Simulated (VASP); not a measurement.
Level of theory: PBE GGA, VASP's PBE PAW potentials (set 64) (plane waves; VASP 6.6.1).

VASP input:

### INCAR
```
# general
SYSTEM =TiSi2
PREC   =Accurate
ENCUT  =300   # plane-wave cut-off (eV)
LREAL  =.False.   # projection in real space or not
LASPH  =.True.

# electronic loop
EDIFF  =1E-6   # SCF stop (eV)
NELM   =100
ALGO   =Normal
LMAXMIX=4   # l cut-off of mixed one-centre charges

# smearing
ISMEAR =-1
SIGMA  =0.1   # width (eV)

# functional
GGA    =PE

# ions
ISIF   =2

# output
LWAVE  =.False.
LCHARG =.False.
```

**KPOINTS**
```
K-points
0
G
7 7 7
0 0 0
```

File POSCAR:
```
TiSi2
6.9728840
  0.2526650379  -0.9675537410   0.0000000000
  0.2526650379   0.9675537410   0.0000000000
  0.0000000000   0.0000000000   0.5103344613
Ti Si
2 4
Cartesian
  0.2526650379  -0.7680054575   0.3827508460
  0.2526650379   0.7680054575   0.1275836153
  0.2526650379  -0.1127200108   0.3827508460
  0.2526650379   0.1127200108   0.1275836153
  0.2526650379   0.4843767538   0.3827508460
  0.2526650379  -0.4843767538   0.1275836153
```

POTCAR, in this order: Ti_sv Si (PBE.64 set). Program: vasp_std.

Output of the run:

File OSZICAR:
```
       N       E                     dE             d eps       ncg     rms          rms(c)
DAV:   1     0.299004831304E+03    0.29900E+03   -0.14491E+04  3144   0.122E+03
DAV:   2    -0.324124910279E+01   -0.30225E+03   -0.29971E+03  3136   0.397E+02
DAV:   3    -0.421598136816E+02   -0.38919E+02   -0.38612E+02  5616   0.118E+02
DAV:   4    -0.445016520390E+02   -0.23418E+01   -0.23355E+01  4032   0.271E+01
DAV:   5    -0.446451010507E+02   -0.14345E+00   -0.14341E+00  4984   0.611E+00    0.190E+01
DAV:   6    -0.416087758005E+02    0.30363E+01   -0.50353E+01  4384   0.499E+01    0.781E+00
DAV:   7    -0.408247518462E+02    0.78402E+00   -0.13031E+01  4216   0.246E+01    0.553E+00
DAV:   8    -0.407273469769E+02    0.97405E-01   -0.10729E+00  4232   0.753E+00    0.921E-01
DAV:   9    -0.407232268457E+02    0.41201E-02   -0.68841E-02  4280   0.200E+00    0.534E-01
DAV:  10    -0.407236230876E+02   -0.39624E-03   -0.77436E-03  4424   0.662E-01    0.149E-01
DAV:  11    -0.407235144618E+02    0.10863E-03   -0.17979E-03  4336   0.289E-01    0.270E-02
DAV:  12    -0.407235069992E+02    0.74626E-05   -0.17984E-04  4304   0.952E-02    0.124E-02
DAV:  13    -0.407235048895E+02    0.21097E-05   -0.18107E-05  4296   0.334E-02    0.214E-03
DAV:  14    -0.407235046688E+02    0.22068E-06   -0.58572E-07  2864   0.580E-03
   1 F= -.40723505E+02 E0= -.40696540E+02  d E =-.539294E-01
```

### OUTCAR
```
------------------------ aborting loop because EDIFF is reached ----------------------------------------
  FORCE on cell =-STRESS in cart. coord.  units (eV):
  Direction    XX          YY          ZZ          XY          YZ          ZX
  --------------------------------------------------------------------------------------
  Total        1.3233095      1.0409287      1.5115528      0.0000000      0.0000000      0.0000000
  in kB       25.0627982     19.7146514     28.6280296      0.0000000      0.0000000      0.0000000
  external PRESSURE =      24.4684931 kB  Pullay stress =       0.0000000 kB
  volume of cell :       84.59
      direct lattice vectors                 reciprocal lattice vectors
     1.761804000 -6.746640000  0.000000000     0.283800014 -0.074110965  0.000000000
     1.761804000  6.746640000  0.000000000     0.283800014  0.074110965  0.000000000
     0.000000000  0.000000000  3.558503000     0.000000000  0.000000000  0.281017046
 POSITION                                       TOTAL-FORCE (eV/Angst)
 -----------------------------------------------------------------------------------
      1.76180     -5.35521      2.66888         0.000000     -0.024166      0.000000
      1.76180      5.35521      0.88963         0.000000      0.024166     -0.000000
      1.76180     -0.78598      2.66888         0.000000     -0.197045     -0.000000
      1.76180      0.78598      0.88963         0.000000      0.197045     -0.000000
      1.76180      3.37750      2.66888         0.000000      0.015309     -0.000000
      1.76180     -3.37750      0.88963         0.000000     -0.015309     -0.000000
 -----------------------------------------------------------------------------------
    total drift:                               -0.000000     -0.000000     -0.000000
  FREE ENERGIE OF THE ION-ELECTRON SYSTEM (eV)
  ---------------------------------------------------
  free  energy   TOTEN  =       -40.7235046688 eV

  energy  without entropy=      -40.6695752657  energy(sigma->0) =      -40.69653997
```
(Selected blocks of OUTCAR.)

At this cut-off the stress carries a Pulay error, which pulls relaxed volumes low.

The structure comes from a computed database's TiSi2 entry; how it stands against other phases isn't given here. The cell was not relaxed at this level, and its volume differs by -5.9 % from the start's.
